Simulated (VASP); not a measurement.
```
CELL_PARAMETERS angstrom
      0.00000     2.88252     2.88252
      2.88252     0.00000     2.88252
      2.88252     2.88252     0.00000
ATOMIC_POSITIONS crystal
  Ca 0.00000 0.00000 0.00000
  S  0.50000 0.50000 0.50000
```

These are vdW-DF-cx, VASP's PBE PAW potentials (set 64) (plane waves; VASP) values and carry that method's errors. Settings: 520 eV cut-off, 8×8×8 Γ-centred mesh, Gaussian smearing of 0.050 eV, potentials Ca_sv S.

### Question
Predict the energy per atom (σ→0), pressure, band gap (on the k-mesh) with the smallest direct gap where there is one.

### Answer

| Item | Value |
|---|---|
| band gap (on the k-mesh) | 2.40 eV |
| smallest direct gap (on the k-mesh) | 3.19 eV |
| energy per atom (σ→0) | -3.387 eV/atom |
| pressure | -3.15 GPa |

Only differences to runs with the same potentials and settings are physical.

The compound is CaS in the rock salt structure. This cell is one point of a volume scan, at 1.06 of the reference volume.
